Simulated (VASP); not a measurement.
Crystal: Cu.

```
CELL_PARAMETERS angstrom
0.00000 1.80750 1.80750
1.80750 0.00000 1.80750
1.80750 1.80750 0.00000
ATOMIC_POSITIONS crystal
Cu 0.00000 0.00000 0.00000
```

| Item | Value |
| --- | --- |
| Program | VASP 6.6.1 |
| Task | relaxation of cell and atoms |
| Functional | PBE |
| Potentials or basis | VASP PAW PBE potentials, release 64 (Cu) |
| Cutoff | 520 eV |
| k mesh | 4 × 4 × 4 |
| Occupations | gaussian, width 0.1 eV |
| Spin | no spin polarisation |

At the start: pressure 3.9 GPa; volume 11.81 Å³/atom.

Task: Where does the relaxation end?

Result: Over 3 steps the energy falls by 3.7 meV/atom and the volume is 12.12 Å³/atom (+2.6 %); space group Fm-3m (No. 225, to 0.05 Å).

The path:
```csv
step,energy change (eV),largest force (eV/Å),pressure (GPa),volume (Å³)
1,0.0000,0.0000,3.91,11.81
2,-0.0024,0.0000,-2.07,12.31
3,-0.0037,0.0000,0.02,12.12
```

Final structure:
```
Cu
1.0
     0.00000    1.82320    1.82320
     1.82320    0.00000    1.82320
     1.82320    1.82320    0.00000
Cu
1
Direct
  0.00000 0.00000 0.00000
```

Caveat: the k mesh is coarse (spacing up to 0.75 Å⁻¹), so the values aren't converged.
